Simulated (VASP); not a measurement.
# RbY3 (Fm-3m) in VASP: further runs

Aim: see how the results for RbY3 move with the level of theory and the settings. Levels: PBE, RPBE, PBEsol+D3+U. Tasks: relaxation of cell and atoms, atomic charges.

All numbers are computed with VASP 6.6.1; they aren't measurements. Logs are shortened: lines on timing, memory, paths and dates and some standing lists are left out, and cuts for length are marked.

**1. Starting point**

Symmetry: Fm-3m, No. 225, cubic system. The conventional cell has a = 8.432 Å, b = 8.432 Å, c = 8.432 Å, α = 90.00°, β = 90.00°, γ = 90.00°. Around Rb (site symmetry m-3m) lie 8 Y at 3.65 Å. Y (site symmetry -43m) is surrounded by 4 Rb at 3.65 Å and 4 Y at 3.65 Å. Y (site symmetry m-3m) has 8 Y at 3.65 Å as nearest neighbours.

The cell was built by a generator and needn't be a form met in nature.

**2. Relaxation of cell and atoms, PBE**

Input file INCAR:

```
ALGO = Normal
EDIFF = 1E-6
EDIFFG = -0.005
ENCUT = 600
GGA = PE
IBRION = 2
ISIF = 3
ISMEAR = 1
LASPH = True
LCHARG = False
LREAL = False
LWAVE = False
NELM = 100
NSW = 40
PREC = Accurate
SIGMA = 0.1
```

Input file KPOINTS:

```
k-points
0
Gamma
  6 6 6
```

Input file POSCAR:

```
RbY3
1.0
    0.0000000000      4.2159900000      4.2159900000
    4.2159900000      0.0000000000      4.2159900000
    4.2159900000      4.2159900000      0.0000000000
Rb Y
1 3
Direct
    0.0000000000      0.0000000000      0.0000000000
    0.2500000000      0.2500000000      0.2500000000
    0.7500000000      0.7500000000      0.7500000000
    0.5000000000      0.5000000000      0.5000000000
```

Potentials or basis: VASP PAW PBE potentials, release 64 (Rb_sv, Y_sv).

The run is started by

```console
cat potpaw_PBE.64/Rb_sv/POTCAR potpaw_PBE.64/Y_sv/POTCAR > POTCAR
mpirun -np 1 vasp_std > vasp.out
```

OUTCAR:

```text
EDIFF = 1E-6
   EDIFFG = -0.005
   ENCUT = 600
   GGA = PE
   IBRION = 2
   ISIF = 3
   ISMEAR = 1
   LASPH = True
   LREAL = False
   NELM = 100
   NSW = 40
   PREC = Accurate

 ion  position               nearest neighbor table
   1  0.000  0.000  0.000-   3 3.65   3 3.65   3 3.65   2 3.65   3 3.65   2 3.65   2 3.65   2 3.65
                             4 4.22   4 4.22   4 4.22   4 4.22   4 4.22   4 4.22
   2  0.250  0.250  0.250-   1 3.65   1 3.65   1 3.65   1 3.65   4 3.65   4 3.65   4 3.65   4 3.65
                             3 4.22   3 4.22   3 4.22   3 4.22   3 4.22   3 4.22
   3  0.750  0.750  0.750-   4 3.65   4 3.65   4 3.65   1 3.65   4 3.65   1 3.65   1 3.65   1 3.65
                             2 4.22   2 4.22   2 4.22   2 4.22   2 4.22   2 4.22
   4  0.500  0.500  0.500-   2 3.65   2 3.65   2 3.65   2 3.65   3 3.65   3 3.65   3 3.65   3 3.65
                             1 4.22   1 4.22   1 4.22   1 4.22   1 4.22   1 4.22

  LATTYP: Found a face centered cubic cell.
 ALAT       =     8.4319800000

  Lattice vectors:

 A1 = (   0.0000000000,   4.2159900000,   4.2159900000)
 A2 = (   4.2159900000,   0.0000000000,   4.2159900000)
 A3 = (   4.2159900000,   4.2159900000,   0.0000000000)

Analysis of symmetry for initial positions (statically):
=====================================================================
 Subroutine PRICEL returns:
 Original cell was already a primitive cell.

 Routine SETGRP: Setting up the symmetry group for a
 face centered cubic supercell.

 Subroutine GETGRP returns: Found 48 space group operations
 (whereof 48 operations were pure point group operations)
 out of a pool of 48 trial point group operations.

The static configuration has the point symmetry O_h .

Analysis of symmetry for dynamics (positions and initial velocities):
=====================================================================
 Subroutine PRICEL returns:
 Original cell was already a primitive cell.

 Routine SETGRP: Setting up the symmetry group for a
 face centered cubic supercell.

 Subroutine GETGRP returns: Found 48 space group operations
 (whereof 48 operations were pure point group operations)
 out of a pool of 48 trial point group operations.

The dynamic configuration has the point symmetry O_h .

 Subroutine INISYM returns: Found 48 space group operations
 (whereof 48 operations are pure point group operations),
 and found     1 'primitive' translations

----------------------------------------------------------------------------------------

                                     Primitive cell

  volume of cell :     149.8748

  direct lattice vectors                    reciprocal lattice vectors
     0.000000000  4.215990000  4.215990000    -0.118596107  0.118596107  0.118596107
     4.215990000  0.000000000  4.215990000     0.118596107 -0.118596107  0.118596107
     4.215990000  4.215990000  0.000000000     0.118596107  0.118596107 -0.118596107

  length of vectors
     5.962310237  5.962310237  5.962310237     0.205414482  0.205414482  0.205414482

  position of ions in fractional coordinates (direct lattice)
     0.000000000  0.000000000  0.000000000
     0.250000000  0.250000000  0.250000000
     0.750000000  0.750000000  0.750000000
     0.500000000  0.500000000  0.500000000

  ion indices of the primitive-cell ions
   primitive index   ion index
                 1           1
                 2           2
                 3           3
                 4           4

----------------------------------------------------------------------------------------

 KPOINTS: k-points

Automatic generation of k-mesh.
 Grid dimensions read from file:
 generate k-points for:    6    6    6

 Generating k-lattice:

[... 54 lines left out ...]
   EDIFFG = -.5E-02   stopping-criterion for IOM
   NSW    =     40    number of steps for IOM
   IBRION =      2    ionic relax: 0-MD 1-quasi-New 2-CG
   NFREE  =      1    steps in history (QN), initial steepest desc. (CG)
   ISIF   =      3    stress and relaxation
   ISYM   =      2    0-nonsym 1-usesym 2-fastsym
   POTIM  = 0.5000    time-step for ionic-motion
   TEBEG  =    0.0;   TEEND  =   0.0 temperature during run
   PSTRESS=    0.0 pullay stress
   NELECT =      42.0000    total number of electrons
   NUPDOWN=      -1.0000    fix difference up-down
   EMIN   =  10.00;   EMAX   =-10.00  energy-range for DOS
[... 5 lines left out ...]
     AMIX     =   0.40;   BMIX     =  1.00
     AMIX_MAG =   1.60;   BMIX_MAG =  1.00
  volume/ion in A,a.u.               =      37.47       252.85
  Fermi-wavevector in a.u.,A,eV,Ry     =   1.071310  2.024482 15.615466  1.147704
  Thomas-Fermi vector in A             =   2.207046
   LORBIT       =      0    0 simple, 1 ext, 2 COOP (PROOUT), +10 PAW based schemes
   GGA     = PE    functional components
   LHFCALC =     F    Hartree Fock is set to
   AEXX    =    0.0000 exact exchange contribution
   IVDW    =     0    specifies the selected vdW correction
   LEPSILON=     F    determine dielectric tensor
   LRPA    =     F    only Hartree local field effects (RPA)
 conjugate gradient relaxation of ions
 non-spin polarized calculation
 Methfessel and Paxton  Order N= 1 SIGMA  =   0.10
  energy-cutoff  :      600.00
  volume of cell :      149.87
 maximum number of plane-waves:      5029
   NGX = 23   NGY = 23   NGZ = 23

--------------------------------------- Ionic step        1  -------------------------------------------

 number of electron      42.0000003 magnetization

 Free energy of the ion-electron system (eV)
  ---------------------------------------------------
  ext. energy  EPLUGINS =         0.00000000
  ---------------------------------------------------
  free energy    TOTEN  =       -17.71110695 eV

  energy without entropy =      -17.71240427  energy(sigma->0) =      -17.71153939

------------------------ aborting loop because EDIFF is reached ----------------------------------------

  FORCE on cell =-STRESS in cart. coord.  units (eV):
  Direction    XX          YY          ZZ          XY          YZ          ZX
  --------------------------------------------------------------------------------------
  -------------------------------------------------------------------------------------
  Total       -0.0994164     -0.0994164     -0.0994164      0.0000000      0.0000000      0.0000000
  in kB       -1.0627718     -1.0627718     -1.0627718      0.0000000      0.0000000      0.0000000
  external PRESSURE =      -1.0627718 kB  Pullay stress =       0.0000000 kB

 VOLUME and BASIS-vectors are now :
 -----------------------------------------------------------------------------
  energy-cutoff  :      600.00
  volume of cell :      149.87
      direct lattice vectors                 reciprocal lattice vectors
     0.000000000  4.215990000  4.215990000    -0.118596107  0.118596107  0.118596107
     4.215990000  0.000000000  4.215990000     0.118596107 -0.118596107  0.118596107
     4.215990000  4.215990000  0.000000000     0.118596107  0.118596107 -0.118596107

 POSITION                                       TOTAL-FORCE (eV/Angst)
 -----------------------------------------------------------------------------------
      0.00000      0.00000      0.00000         0.000000     -0.000000      0.000000
      2.10799      2.10799      2.10799        -0.000000     -0.000000     -0.000000
      6.32398      6.32398      6.32398         0.000000      0.000000     -0.000000
      4.21599      4.21599      4.21599        -0.000000     -0.000000      0.000000
 -----------------------------------------------------------------------------------
    total drift:                               -0.000000     -0.000000     -0.000000

  FREE ENERGIE OF THE ION-ELECTRON SYSTEM (eV)
  ---------------------------------------------------
  free  energy   TOTEN  =       -17.7111069466 eV

  energy  without entropy=      -17.7124042691  energy(sigma->0) =      -17.71153939

--------------------------------------- Ionic step        2  -------------------------------------------

 number of electron      42.0000003 magnetization

 Free energy of the ion-electron system (eV)
  ---------------------------------------------------
  ext. energy  EPLUGINS =         0.00000000
  ---------------------------------------------------
  free energy    TOTEN  =       -17.71131007 eV

  energy without entropy =      -17.71277448  energy(sigma->0) =      -17.71179821

 E-fermi :   2.5127     XC(G=0):  -8.7624

 val. band max:        2.4858452887   @ k =  -0.1667   0.1667   0.0000
 cond. band min:       2.5528772902   @ k =   0.3333   0.0000   0.0000
 fundamental gap:      0.0670320015
 Fermi energy:         2.5126590652

 k-point     1 :       0.0000    0.0000    0.0000
  band No.  band energies     occupation
      1     -40.9702      2.00000
      2     -40.9614      2.00000
      3     -40.6520      2.00000
      4     -24.8587      2.00000
      5     -20.9393      2.00000
      6     -20.9393      2.00000
[... 437 lines left out ...]
     24       3.0877     -0.00000
     25       3.2107     -0.00000

------------------------ aborting loop because EDIFF is reached ----------------------------------------

  FORCE on cell =-STRESS in cart. coord.  units (eV):
  Direction    XX          YY          ZZ          XY          YZ          ZX
  --------------------------------------------------------------------------------------
  -------------------------------------------------------------------------------------
  Total       -0.0136638     -0.0136638     -0.0136638      0.0000000      0.0000000      0.0000000
  in kB       -0.1465946     -0.1465946     -0.1465946      0.0000000      0.0000000      0.0000000
  external PRESSURE =      -0.1465946 kB  Pullay stress =       0.0000000 kB

 VOLUME and BASIS-vectors are now :
 -----------------------------------------------------------------------------
  energy-cutoff  :      600.00
  volume of cell :      149.34
      direct lattice vectors                 reciprocal lattice vectors
     0.000000000  4.210934910  4.210934910    -0.118738477  0.118738477  0.118738477
     4.210934910  0.000000000  4.210934910     0.118738477 -0.118738477  0.118738477
     4.210934910  4.210934910  0.000000000     0.118738477  0.118738477 -0.118738477

 POSITION                                       TOTAL-FORCE (eV/Angst)
 -----------------------------------------------------------------------------------
      4.21093      4.21093      0.00000        -0.000000      0.000000     -0.000000
      2.10547      2.10547      2.10547        -0.000000     -0.000000     -0.000000
      6.31640      6.31640      6.31640         0.000000      0.000000      0.000000
      4.21093      4.21093      4.21093        -0.000000      0.000000     -0.000000
 -----------------------------------------------------------------------------------
    total drift:                               -0.000000     -0.000000     -0.000000

  FREE ENERGIE OF THE ION-ELECTRON SYSTEM (eV)
  ---------------------------------------------------
  free  energy   TOTEN  =       -17.7113100706 eV

  energy  without entropy=      -17.7127744773  energy(sigma->0) =      -17.71179821

 reached required accuracy - stopping structural energy minimisation
```

It took 1.8 min on 1 thread of AMD EPYC 9R45 (Zen 5), shared host; peak memory 0.33 GiB.

Results:

```yaml
Free_energy: -17.7113 eV
Relaxed_volume: 37.33 Å³/atom
Relaxed_cell: a = 5.955 Å, b = 5.955 Å, c = 5.955 Å, α = 60.00°, β = 60.00°, γ = 60.00°
Space_group_after_relaxing_to_0.05_Å: Fm-3m (No. 225)
Energy_gained_by_relaxing: 0.1 meV/atom
Ionic_steps: 2
Pressure_after_relaxing: 0.0 GPa
Band_gap_on_the_k_mesh: none (metal or under the smearing width)
```

Step by step:
| step | energy change (eV) | largest force (eV/Å) | pressure (GPa) | volume (Å³) |
| --- | --- | --- | --- | --- |
| 1 | 0.0000 | 0.0000 | -0.11 | 149.87 |
| 2 | -0.0002 | 0.0000 | -0.01 | 149.34 |

Final structure:
```
Rb Y
1.0
     0.00000    4.21093    4.21093
     4.21093    0.00000    4.21093
     4.21093    4.21093    0.00000
Rb Y
1 3
Direct
  0.00000 0.00000 0.00000
  0.25000 0.25000 0.25000
  0.75000 0.75000 0.75000
  0.50000 0.50000 0.50000
```

**3. Relaxation of cell and atoms, RPBE**

Input file INCAR:

```
SYSTEM = RbY3
  PREC = Accurate
  ENCUT = 600
  EDIFF = 1E-6
  ISMEAR = 1
  SIGMA = 0.1
  LREAL = .FALSE.
  LASPH = .TRUE.
  NELM = 100
  ALGO = Normal
  ISIF = 3
  LWAVE = .FALSE.
  LCHARG = .FALSE.
  GGA = RP
  IBRION = 2
  NSW = 60
  EDIFFG = -0.01
```

Input file KPOINTS:

```
Automatic mesh
0
G
  6 6 6
  0 0 0
```

POSCAR is that of step 2.

Potentials or basis: VASP PAW PBE potentials, release 64 (Rb_sv, Y_sv).

The run is started by

```console
cat potpaw_PBE.64/Rb_sv/POTCAR potpaw_PBE.64/Y_sv/POTCAR > POTCAR
mpirun -np 1 vasp_std > vasp.out
```

OUTCAR:

```text
SYSTEM = RbY3
   PREC = Accurate
   ENCUT = 600
   EDIFF = 1E-6
   ISMEAR = 1
   LREAL = .FALSE.
   LASPH = .TRUE.
   NELM = 100
   ISIF = 3
   GGA = RP
   IBRION = 2
   NSW = 60
   EDIFFG = -0.01

 ion  position               nearest neighbor table
   1  0.000  0.000  0.000-   3 3.65   3 3.65   3 3.65   2 3.65   3 3.65   2 3.65   2 3.65   2 3.65
                             4 4.22   4 4.22   4 4.22   4 4.22   4 4.22   4 4.22
   2  0.250  0.250  0.250-   1 3.65   1 3.65   1 3.65   1 3.65   4 3.65   4 3.65   4 3.65   4 3.65
                             3 4.22   3 4.22   3 4.22   3 4.22   3 4.22   3 4.22
   3  0.750  0.750  0.750-   4 3.65   4 3.65   4 3.65   1 3.65   4 3.65   1 3.65   1 3.65   1 3.65
                             2 4.22   2 4.22   2 4.22   2 4.22   2 4.22   2 4.22
   4  0.500  0.500  0.500-   2 3.65   2 3.65   2 3.65   2 3.65   3 3.65   3 3.65   3 3.65   3 3.65
                             1 4.22   1 4.22   1 4.22   1 4.22   1 4.22   1 4.22

  LATTYP: Found a face centered cubic cell.
 ALAT       =     8.4319800000

  Lattice vectors:

 A1 = (   0.0000000000,   4.2159900000,   4.2159900000)
 A2 = (   4.2159900000,   0.0000000000,   4.2159900000)
 A3 = (   4.2159900000,   4.2159900000,   0.0000000000)

Analysis of symmetry for initial positions (statically):
=====================================================================
 Subroutine PRICEL returns:
[... 161 lines left out ...]
 Free energy of the ion-electron system (eV)
  ---------------------------------------------------
  ext. energy  EPLUGINS =         0.00000000
  ---------------------------------------------------
  free energy    TOTEN  =       -16.50510459 eV

  energy without entropy =      -16.50581836  energy(sigma->0) =      -16.50534251

------------------------ aborting loop because EDIFF is reached ----------------------------------------

  FORCE on cell =-STRESS in cart. coord.  units (eV):
  Direction    XX          YY          ZZ          XY          YZ          ZX
  --------------------------------------------------------------------------------------
  -------------------------------------------------------------------------------------
  Total        1.0588223      1.0588223      1.0588223     -0.0000000      0.0000000      0.0000000
  in kB       11.3189194     11.3189194     11.3189194     -0.0000000      0.0000000      0.0000000
  external PRESSURE =      11.3189194 kB  Pullay stress =       0.0000000 kB
[... 63 lines left out ...]
--------------------------------------- Ionic step        3  -------------------------------------------

 number of electron      41.9999998 magnetization

 Free energy of the ion-electron system (eV)
  ---------------------------------------------------
  ext. energy  EPLUGINS =         0.00000000
  ---------------------------------------------------
  free energy    TOTEN  =       -16.52912858 eV

  energy without entropy =      -16.52779077  energy(sigma->0) =      -16.52868264

 E-fermi :   2.4002     XC(G=0):  -8.4709

 val. band max:        2.3795716986   @ k =   0.5000   0.3333   0.0000
 cond. band min:       2.4230460967   @ k =   0.3333   0.0000   0.0000
 fundamental gap:      0.0434743982
 Fermi energy:         2.4002263482

 k-point     1 :       0.0000    0.0000    0.0000
  band No.  band energies     occupation
      1     -41.2630      2.00000
      2     -41.2565      2.00000
      3     -40.9370      2.00000
      4     -24.9788      2.00000
      5     -21.2172      2.00000
      6     -21.2172      2.00000
[... 468 lines left out ...]
  FREE ENERGIE OF THE ION-ELECTRON SYSTEM (eV)
  ---------------------------------------------------
  free  energy   TOTEN  =       -16.5291285771 eV

  energy  without entropy=      -16.5277907743  energy(sigma->0) =      -16.52868264

 reached required accuracy - stopping structural energy minimisation
```

OSZICAR:

```text
N       E                     dE             d eps       ncg     rms          rms(c)
DAV:   1     0.261767127243E+03    0.26177E+03   -0.22491E+04   800   0.174E+03
DAV:   2     0.718161761378E+01   -0.25459E+03   -0.25254E+03   983   0.378E+02
DAV:   3    -0.155206993546E+02   -0.22702E+02   -0.22463E+02  1328   0.679E+01
[... 32 lines left out ...]
DAV:   5    -0.165290869437E+02   -0.56047E-03   -0.10014E-03  1257   0.120E-01    0.498E-02
DAV:   6    -0.165291239036E+02   -0.36960E-04   -0.62861E-05  1040   0.394E-02    0.257E-02
DAV:   7    -0.165291309044E+02   -0.70008E-05   -0.31270E-05  1049   0.274E-02    0.136E-02
DAV:   8    -0.165291290861E+02    0.18183E-05   -0.26612E-06   636   0.865E-03    0.263E-03
DAV:   9    -0.165291285771E+02    0.50896E-06   -0.42860E-07   403   0.430E-03
   3 F= -.16529129E+02 E0= -.16528683E+02  d E =-.240240E-01
```

CONTCAR:

```text
RbY3
   1.00000000000000
    -0.0000000000000000    4.2810113976242352    4.2810113976242352
     4.2810113976242352    0.0000000000000000    4.2810113976242352
     4.2810113976242352    4.2810113976242352    0.0000000000000000
  Rb              Y
     1     3
Direct
     0.0000000000000000    0.0000000000000000    0.0000000000000000
     0.2500000000000000    0.2500000000000000    0.2500000000000000
     0.7500000000000000    0.7500000000000000    0.7500000000000000
     0.5000000000000000    0.5000000000000000    0.5000000000000000

  0.00000000E+00  0.00000000E+00  0.00000000E+00
  0.00000000E+00  0.00000000E+00  0.00000000E+00
  0.00000000E+00  0.00000000E+00  0.00000000E+00
  0.00000000E+00  0.00000000E+00  0.00000000E+00
```

Run time: 2.6 min. Hardware: 1 thread of AMD EPYC 9R45 (Zen 5), shared host; peak memory 0.35 GiB.

What came out:

- Free energy: -16.5291 eV
- Relaxed volume: 39.23 Å³/atom
- Relaxed cell: a = 6.054 Å, b = 6.054 Å, c = 6.054 Å, α = 60.00°, β = 60.00°, γ = 60.00°
- Space group after relaxing (to 0.05 Å): Fm-3m (No. 225)
- Energy gained by relaxing: 6.0 meV/atom
- Ionic steps: 3
- Pressure after relaxing: 0.0 GPa
- Band gap on the k mesh: none (metal or under the smearing width)

The path:
| step | energy change (eV) | largest force (eV/Å) | pressure (GPa) | volume (Å³) |
| --- | --- | --- | --- | --- |
| 1 | 0.0000 | 0.0000 | 1.13 | 149.87 |
| 2 | -0.0233 | 0.0000 | 0.18 | 155.69 |
| 3 | -0.0240 | 0.0000 | 0.00 | 156.92 |

Final structure:
```
CELL_PARAMETERS angstrom
0.00000 4.28101 4.28101
4.28101 0.00000 4.28101
4.28101 4.28101 0.00000
ATOMIC_POSITIONS crystal
Rb 0.00000 0.00000 0.00000
Y 0.25000 0.25000 0.25000
Y 0.75000 0.75000 0.75000
Y 0.50000 0.50000 0.50000
```

Caveat: the PAW data sets were made with another functional, which shifts forces and pressure a little.

[end of part 1 of 2]
